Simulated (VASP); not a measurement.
Data:

```
TiB2
1.0
    1.51500    -2.62406     0.00000
    1.51500     2.62406     0.00000
    0.00000     0.00000     3.23000
Ti B
1 2
Cartesian
  0.00000   0.00000   0.00000
  1.51500   0.87469   1.61500
  1.51500  -0.87469   1.61500
```

Method: PBEsol GGA, VASP's PBE PAW potentials (set 64) (plane waves; VASP 6.6.1). Run with 520 eV cut-off, 12×12×10 Γ-centred mesh, first-order Methfessel-Paxton smearing of 0.10 eV, potentials Ti_sv B.

Energy and stress use the plane-wave basis of the starting cell.

Problem. The ions, cell shape and volume are relaxed. Give the cell that the relaxation ends in.

Solution. 
```
TiB2
1.0
    1.50940    -2.61435     0.00000
    1.50940     2.61435     0.00000
    0.00000     0.00000     3.18618
Ti B
1 2
Direct
  0.00000   0.00000   0.00000
  0.33333   0.66667   0.50000
  0.66667   0.33333   0.50000
```
Space group P6/mmm (191), at a tolerance of 0.03 Å.

Problem. How do energy and volume change from the first to the last step?

Solution. The energy (σ→0) changes by -3.4 meV/atom and the volume by -2.1 %, in 4 ionic steps.

```
step  E(σ→0) (eV)  max force (eV/Å)  pressure (GPa)  volume (Å³)
----  -----------  ----------------  --------------  -----------
1        -25.7820             0.000           -5.02        25.68
2        -25.7847             0.000            5.09        24.70
3        -25.7913             0.000            0.30        25.14
4        -25.7921             0.000            0.03        25.15
```

The compound is TiB2 in the AlB2 type structure. This run relaxes it. Symmetry was kept, so distortions that lower it aren't found.
